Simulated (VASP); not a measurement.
Consider the following.

```
CELL_PARAMETERS angstrom
      2.09747    -5.18919     0.00000
      2.09747     5.18919     0.00000
      0.00000     0.00000     3.79089
ATOMIC_POSITIONS crystal
  Ho 0.14021 0.85979 0.25000
  Ho 0.85979 0.14021 0.75000
  Si 0.42322 0.57678 0.25000
  Si 0.57678 0.42322 0.75000
```

These are PBEsol GGA, VASP's PBE PAW potentials (set 64) (plane waves; VASP 6.6.1) values and carry that method's errors. Numerical set-up: 480 eV cut-off, 8×8×8 Γ-centred mesh, first-order Methfessel-Paxton smearing of 0.10 eV, potentials Ho_3 Si.

The 4f electrons are frozen in the core of the lanthanide potential, so 4f levels, which can set the real gap, and their magnetism are missing.

Each row applies one change to this cell, which was relaxed at other settings and keeps the small stress of the first row; at a fixed cut-off the stress holds a Pulay part, so it need not integrate to ΔE exactly. Stress is in GPa, positive when the cell is compressed.

```csv
change,ΔE (meV/atom),σxx,σyy,σzz,"largest shear component, with its sign (GPa)",largest force (eV/Å)
none,0.0,0.17,0.16,-0.54,0.00,0.055
atom 2 (Ho) moved by 0.100 Å along z,9.0,0.47,0.24,-0.46,-0.92,0.724
uniaxial strain of -1.5 % along x,3.1,2.99,0.80,0.78,0.00,0.108
isotropic strain of -1.0 %,5.8,3.43,3.36,2.71,0.00,0.105
atom 3 (Si) moved by -0.100 Å along x,(withheld),(withheld),(withheld),(withheld),(withheld),(withheld)
biaxial strain of +3.0 % in the xy plane,25.0,-5.74,-6.71,-3.33,0.00,0.033
atom 2 (Ho) moved by 0.100 Å along y,8.4,-0.33,0.73,-0.88,0.00,0.742
atom 3 (Si) moved by -0.100 Å along z,(withheld),(withheld),(withheld),(withheld),(withheld),(withheld)
```

### Question
Some entries are withheld; supply them.

### Answer

- atom 3 (Si) moved by -0.100 Å along x, ΔE (meV/atom): 9.3
- atom 3 (Si) moved by -0.100 Å along x, σxx: 0.37
- atom 3 (Si) moved by -0.100 Å along x, σyy: 0.22
- atom 3 (Si) moved by -0.100 Å along x, σzz: -0.27
- atom 3 (Si) moved by -0.100 Å along x, largest shear component, with its sign (GPa): -0.11
- atom 3 (Si) moved by -0.100 Å along x, largest force (eV/Å): 0.743
- atom 3 (Si) moved by -0.100 Å along z, ΔE (meV/atom): 11.6
- atom 3 (Si) moved by -0.100 Å along z, σxx: 0.37
- atom 3 (Si) moved by -0.100 Å along z, σyy: 0.37
- atom 3 (Si) moved by -0.100 Å along z, σzz: -0.22
- atom 3 (Si) moved by -0.100 Å along z, largest shear component, with its sign (GPa): 0.75
- atom 3 (Si) moved by -0.100 Å along z, largest force (eV/Å): 0.929

Failed runs are left out, and for metals the shear rows, which the mesh's noise covers.

The structure comes from a computed database's HoSi entry (Cmcm); how it stands against other phases isn't given here.
